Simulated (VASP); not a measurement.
```
CELL_PARAMETERS angstrom
      6.13215     0.00000     0.00000
      0.00000     6.13215     0.00000
      0.00000     0.00000     6.13215
ATOMIC_POSITIONS crystal
  Zn 0.00000 0.00000 0.00000
  Se 0.23604 0.23604 0.23604
  Se 0.76396 0.76396 0.23604
  Se 0.76396 0.23604 0.76396
  Se 0.23604 0.76396 0.76396
  Hg 0.50000 0.50000 0.00000
  Hg 0.50000 0.00000 0.50000
  Hg 0.00000 0.50000 0.50000
```

Level of theory: PBE GGA, VASP's PBE PAW potentials (set 64) (plane waves; VASP). Run with 400 eV cut-off, Gaussian smearing of 0.050 eV, potentials Zn Se Hg.

Q: Give the energies of bands 28 to 41 at the high-symmetry points, in eV from the Fermi level.

A: 
| band | Γ | X | M | R |
|---|---|---|---|---|
| 28 | -2.02 | -2.73 | -3.76 | -4.68 |
| 29 | -2.02 | -2.34 | -2.19 | -1.04 |
| 30 | -2.02 | -2.34 | -2.19 | -1.04 |
| 31 | -1.84 | -2.24 | -2.01 | -1.04 |
| 32 | -1.84 | -2.03 | -1.96 | -0.70 |
| 33 | -1.84 | -1.17 | -0.92 | -0.70 |
| 34 | -0.54 | -1.17 | -0.92 | -0.70 |
| 35 | 0.00 | -0.87 | -0.90 | -0.55 |
| 36 | 0.00 | -0.87 | -0.40 | -0.55 |
| 37 | 0.00 | 2.27 | 2.23 | 1.20 |
| 38 | 2.45 | 2.43 | 2.64 | 1.20 |
| 39 | 2.45 | 3.50 | 2.64 | 1.20 |
| 40 | 3.26 | 3.81 | 3.55 | 2.04 |
| 41 | 3.26 | 3.98 | 5.39 | 6.07 |

It has no gap at this level: it comes out as a metal or semimetal.

The structure was generated: Hg3ZnSe4 was put into an ordered model structure (P-43m), which need not be its known phase. It was relaxed first, which changed the volume by +8 %.
